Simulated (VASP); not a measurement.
Output of a VASP run:

**OUTCAR**
```
 ion  position               nearest neighbor table
   1  0.000  0.000  0.000-
  LATTYP: Found a body centered tetragonal cell.
 ALAT       =     3.2500000000
 C/A-ratio  =     1.5230769231
 Subroutine PRICEL returns:
 Original cell was already a primitive cell.
 Subroutine GETGRP returns: Found 16 space group operations
The static configuration has the point symmetry D_4h.
The dynamic configuration has the point symmetry D_4h.
 Subroutine INISYM returns: Found 16 space group operations
 Subroutine IBZKPT returns following result:
 Found    244 irreducible k-points:

 Following reciprocal coordinates:
            Coordinates               Weight
  0.000000  0.000000  0.000000      1.000000
  0.071429  0.000000  0.000000      8.000000
  0.142857  0.000000  0.000000      8.000000
  0.214286 -0.000000  0.000000      8.000000
  0.285714  0.000000 -0.000000      8.000000
  0.357143  0.000000  0.000000      8.000000
  0.428571 -0.000000  0.000000      8.000000
  0.500000  0.000000 -0.000000      4.000000
  0.071429  0.071429 -0.000000      8.000000
  0.142857  0.071429 -0.000000     16.000000
  0.214286  0.071429  0.000000     16.000000
  0.285714  0.071429  0.000000     16.000000
  0.357143  0.071429  0.000000     16.000000
  0.428571  0.071429  0.000000     16.000000
  0.500000  0.071429 -0.000000     16.000000
 -0.428571  0.071429 -0.000000     16.000000
 -0.357143  0.071429  0.000000     16.000000
 -0.285714  0.071429  0.000000     16.000000
 -0.214286  0.071429  0.000000     16.000000
 -0.142857  0.071429  0.000000     16.000000
 -0.071429  0.071429  0.000000      4.000000
  0.142857  0.142857 -0.000000      8.000000
  0.214286  0.142857 -0.000000     16.000000
  0.285714  0.142857 -0.000000     16.000000
  0.357143  0.142857 -0.000000     16.000000
  0.428571  0.142857 -0.000000     16.000000
  0.500000  0.142857  0.000000     16.000000
 -0.428571  0.142857 -0.000000     16.000000
 -0.357143  0.142857  0.000000     16.000000
 -0.285714  0.142857  0.000000     16.000000
 -0.214286  0.142857 -0.000000     16.000000
 -0.142857  0.142857  0.000000      4.000000
  0.214286  0.214286 -0.000000      8.000000
  0.285714  0.214286  0.000000     16.000000
  0.357143  0.214286  0.000000     16.000000
  0.428571  0.214286  0.000000     16.000000
  0.500000  0.214286  0.000000     16.000000
 -0.428571  0.214286 -0.000000     16.000000
 -0.357143  0.214286  0.000000     16.000000
 -0.285714  0.214286  0.000000     16.000000
   k-points           NKPTS =    244   k-points in BZ     NKDIM =    244   number of bands    NBANDS=     10
   number of dos      NEDOS =    301   number of ions     NIONS =      1
   total plane-waves  NPLWV =  21952
   dimension x,y,z NGX =    28 NGY =   28 NGZ =   28
   dimension x,y,z NGXF=    56 NGYF=   56 NGZF=   56
   ions per type =               1
   PREC   = accura    normal or accurate (medium, high low for compatibility)
   ISTART =      0    job   : 0-new  1-cont  2-samecut
   ICHARG =      2    charge: 1-file 2-atom 10-const
   ISPIN  =      1    spin polarized calculation?
   LNONCOLLINEAR =      F non collinear calculations
   LSORBIT =      F    spin-orbit coupling
   INIWAV =      1    electr: 0-lowe 1-rand  2-diag
   ENCUT  =  520.0 eV  38.22 Ry    6.18 a.u.   6.28  6.28  6.28*2*pi/ulx,y,z
   NELM   =    100;   NELMIN=  2; NELMDL= -5     # of ELM steps
   EDIFF  = 0.1E-05   stopping-criterion for ELM
   LREAL  =      F    real-space projection
   NLSPLINE    = F    spline interpolate recip. space projectors
   LMAXMIX     =    4 max onsite mixed and CHGCAR
   VOSKOWN=      0    Vosko Wilk Nusair interpolation
   EDIFFG = -.1E-01   stopping-criterion for IOM
   NSW    =     60    number of steps for IOM
   NBLOCK =      1;   KBLOCK =     60    inner block; outer block
   IBRION =      2    ionic relax: 0-MD 1-quasi-New 2-CG
...
```

OSZICAR:
```
...
DAV:   6    -0.226046732772E+01   -0.67671E-04   -0.25806E-04  5512   0.148E-01    0.203E-02
DAV:   7    -0.226046963251E+01   -0.23048E-05   -0.68402E-06  5662   0.352E-02    0.526E-03
DAV:   8    -0.226046833979E+01    0.12927E-05   -0.69146E-07  3930   0.910E-03    0.110E-03
DAV:   9    -0.226046866044E+01   -0.32065E-06   -0.98207E-08  2644   0.487E-03
   2 F= -.22604687E+01 E0= -.22603964E+01  d E =-.195110E-01
       N       E                     dE             d eps       ncg     rms          rms(c)
DAV:   1    -0.226917120804E+01   -0.87029E-02   -0.22294E-01  5482   0.109E+01    0.554E-01
DAV:   2    -0.226173509227E+01    0.74361E-02   -0.16250E-02  5438   0.293E+00    0.198E-01
DAV:   3    -0.226067794512E+01    0.10571E-02   -0.36947E-03  6296   0.135E+00    0.865E-02
DAV:   4    -0.226064604865E+01    0.31896E-04   -0.53531E-05  5092   0.818E-02    0.568E-02
DAV:   5    -0.226061902271E+01    0.27026E-04   -0.33522E-05  5054   0.362E-02    0.158E-02
DAV:   6    -0.226061671824E+01    0.23045E-05   -0.66407E-06  5374   0.188E-02    0.438E-03
DAV:   7    -0.226061724252E+01   -0.52428E-06   -0.24962E-07  2666   0.391E-03
   3 F= -.22606172E+01 E0= -.22605391E+01  d E =-.196596E-01
       N       E                     dE             d eps       ncg     rms          rms(c)
DAV:   1    -0.226099553101E+01   -0.37881E-03   -0.98976E-03  5478   0.228E+00    0.119E-01
DAV:   2    -0.226065571586E+01    0.33982E-03   -0.74088E-04  5426   0.628E-01    0.416E-02
DAV:   3    -0.226061052633E+01    0.45190E-04   -0.16038E-04  6264   0.283E-01    0.191E-02
DAV:   4    -0.226061052162E+01    0.47141E-08   -0.25115E-06  4864   0.171E-02
   4 F= -.22606105E+01 E0= -.22605333E+01  d E =-.196529E-01
       N       E                     dE             d eps       ncg     rms          rms(c)
DAV:   1    -0.226067828842E+01   -0.67762E-04   -0.19723E-03  5550   0.485E-01    0.394E-02
DAV:   2    -0.226064710228E+01    0.31186E-04   -0.45027E-05  7020   0.146E-01    0.259E-02
DAV:   3    -0.226062754145E+01    0.19561E-04   -0.22551E-05  6220   0.155E-01    0.663E-03
DAV:   4    -0.226062774706E+01   -0.20560E-06   -0.30134E-06  4504   0.206E-02
   5 F= -.22606277E+01 E0= -.22605464E+01  d E =-.172254E-04
       N       E                     dE             d eps       ncg     rms          rms(c)
DAV:   1    -0.226112709216E+01   -0.49955E-03   -0.17698E-02  5534   0.145E+00    0.117E-01
DAV:   2    -0.226084407712E+01    0.28302E-03   -0.40246E-04  7014   0.434E-01    0.765E-02
DAV:   3    -0.226066419976E+01    0.17988E-03   -0.20233E-04  6240   0.460E-01    0.200E-02
DAV:   4    -0.226066637011E+01   -0.21704E-05   -0.26789E-05  5224   0.610E-02    0.222E-02
DAV:   5    -0.226066628827E+01    0.81836E-07   -0.57697E-07  2666   0.124E-02
   6 F= -.22606663E+01 E0= -.22605744E+01  d E =-.557667E-04
       N       E                     dE             d eps       ncg     rms          rms(c)
DAV:   1    -0.226257240101E+01   -0.19060E-02   -0.70778E-02  5536   0.291E+00    0.236E-01
DAV:   2    -0.226142582456E+01    0.11466E-02   -0.16180E-03  6980   0.850E-01    0.155E-01
DAV:   3    -0.226069901359E+01    0.72681E-03   -0.82617E-04  6222   0.912E-01    0.402E-02
DAV:   4    -0.226070766495E+01   -0.86514E-05   -0.10670E-04  5236   0.123E-01    0.440E-02
DAV:   5    -0.226070751392E+01    0.15103E-06   -0.31597E-06  4934   0.248E-02
   7 F= -.22607075E+01 E0= -.22606163E+01  d E =-.969923E-04
```

File OUTCAR:
```
------------------------ aborting loop because EDIFF is reached ----------------------------------------
  FORCE on cell =-STRESS in cart. coord.  units (eV):
  Direction    XX          YY          ZZ          XY          YZ          ZX
  --------------------------------------------------------------------------------------
  Total        0.0074554      0.0074554      0.0024935      0.0000000     -0.0000000      0.0000000
  in kB        0.4224440      0.4224440      0.1412908      0.0000000     -0.0000000      0.0000000
  external PRESSURE =       0.3287262 kB  Pullay stress =       0.0000000 kB
  volume of cell :       28.28
      direct lattice vectors                 reciprocal lattice vectors
    -1.660502974  1.660502974  2.563725984     0.000000000  0.301113583  0.195028643
     1.660502974 -1.660502974  2.563725984     0.301113583  0.000000000  0.195028643
     1.660502974  1.660502974 -2.563725984     0.301113583  0.301113583  0.000000000
 POSITION                                       TOTAL-FORCE (eV/Angst)
 -----------------------------------------------------------------------------------
      0.00000      3.32101      0.00000         0.000000      0.000000      0.000000
 -----------------------------------------------------------------------------------
    total drift:                                0.000000      0.000000     -0.000000
  FREE ENERGIE OF THE ION-ELECTRON SYSTEM (eV)
  ---------------------------------------------------
  free  energy   TOTEN  =        -2.2607075139 eV

  energy  without entropy=       -2.2604337837  energy(sigma->0) =       -2.26061627

 reached required accuracy - stopping structural energy minimisation
```
(Selected blocks of OUTCAR.)

### POSCAR
```
In
1
   -1.6250000000     1.6250000000     2.4750000000
    1.6250000000    -1.6250000000     2.4750000000
    1.6250000000     1.6250000000    -2.4750000000
In
1
Direct
  0.0000000000   0.0000000000   0.0000000000
```

Q: Write an INCAR and KPOINTS that could have produced this output.

A: One answer among several that fit: the input of the run itself, revPBE GGA, plane waves, VASP's PBE PAW potentials (set 64).

**INCAR**
```
SYSTEM = In
PREC = Accurate
ENCUT = 520
EDIFF = 1E-6
NELM = 100
ALGO = Normal
LREAL = .FALSE.
LASPH = .TRUE.
ISMEAR = 1
SIGMA = 0.1
GGA = RE
LMAXMIX = 4
LWAVE = .FALSE.
LCHARG = .FALSE.
IBRION = 2
ISIF = 3
NSW = 60
EDIFFG = -0.01
```

### KPOINTS
```
Automatic mesh
0
Gamma
14 14 14
0 0 0
```

POTCAR, in this order: In_d (PBE.64 set). Program: vasp_std.

Energy and stress use the plane-wave basis of the starting cell.

The compound is In in the bct structure. This run relaxes it. Symmetry was kept, so distortions that lower it aren't found.
